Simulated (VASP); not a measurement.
Given:

```
Sc3TiN4
1.0
    0.00000     2.19453     2.19453
    2.19453     0.00000     2.19453
    8.80912     8.80912    -0.03102
Ti N Sc
1 4 3
Direct
  0.00000   0.00000   0.00000
  0.51298   0.51298   0.11526
  0.50407   0.50407   0.37195
  0.49593   0.49593   0.62805
  0.48702   0.48702   0.88474
  0.00505   0.00505   0.24621
  0.00000   0.00000   0.50000
  0.99495   0.99495   0.75379
```

Computed with PBEsol GGA, VASP's PBE PAW potentials (set 64) (plane waves; VASP). Numerical set-up: 520 eV cut-off, 13×13×4 Γ-centred mesh, tetrahedra with Blöchl corrections, potentials Ti_sv N Sc_sv.

Task: Predict the energy per atom (σ→0), band gap (on the k-mesh) with the smallest direct gap where there is one.

Result: 
```json
{
  "band gap (on the k-mesh)": "none (metal, semimetal or under 0.01 eV)",
  "energy per atom (σ→0)": "-9.850 eV/atom"
}
```

Only differences to runs with the same potentials and settings are physical.

The structure was generated: Sc3TiN4 was put into an ordered model structure (R-3m), which need not be its known phase. It was relaxed first. The electron count is odd and the run is not spin-polarised, which forces a metal.
